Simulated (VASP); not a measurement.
Elastic constants (GPa) of a crystal from PBEsol GGA, VASP's PBE PAW potentials (set 64) (VASP):

```json
[
 {"": "xx", "xx": "89.6", "yy": "53.9", "zz": "53.9", "yz": "0.0", "xz": "0.0", "xy": "0.0"},
 {"": "yy", "xx": "53.9", "yy": "89.6", "zz": "53.9", "yz": "0.0", "xz": "0.0", "xy": "0.0"},
 {"": "zz", "xx": "53.9", "yy": "53.9", "zz": "89.6", "yz": "0.0", "xz": "0.0", "xy": "0.0"},
 {"": "yz", "xx": "0.0", "yy": "0.0", "zz": "0.0", "yz": "39.5", "xz": "0.0", "xy": "0.0"},
 {"": "xz", "xx": "0.0", "yy": "0.0", "zz": "0.0", "yz": "0.0", "xz": "39.5", "xy": "0.0"},
 {"": "xy", "xx": "0.0", "yy": "0.0", "zz": "0.0", "yz": "0.0", "xz": "0.0", "xy": "39.5"}
]
```

Problem. Work out the Voigt, Reuss and Hill moduli, Young's modulus and Poisson's ratio.

Solution. All eigenvalues are positive (smallest 35.7 GPa), so the crystal is stable. K_V = (C11+C22+C33+2(C12+C13+C23))/9 = (268.8 + 2×161.7)/9 = 65.8 GPa; G_V = (268.8 − 161.7 + 3×118.5)/15 = 30.8 GPa. From the compliances, K_R = 65.8 GPa and G_R = 26.6 GPa. Hill: K = 65.8 GPa, G = 28.7 GPa, E = 9KG/(3K+G) = 75.2 GPa, ν = (3K−2G)/(2(3K+G)) = 0.309. K/G = 2.29, above Pugh's 1.75; universal anisotropy A^U = 0.80.

Problem. With a density of 5.36 g/cm³, what are the mean sound speeds?

Solution. v_l = √((K+4G/3)/ρ) = 4.41 km/s and v_t = √(G/ρ) = 2.31 km/s. The crystal is ZnSe (zinc blende), cubic.

The compound is ZnSe in the zinc blende structure. It was relaxed first.
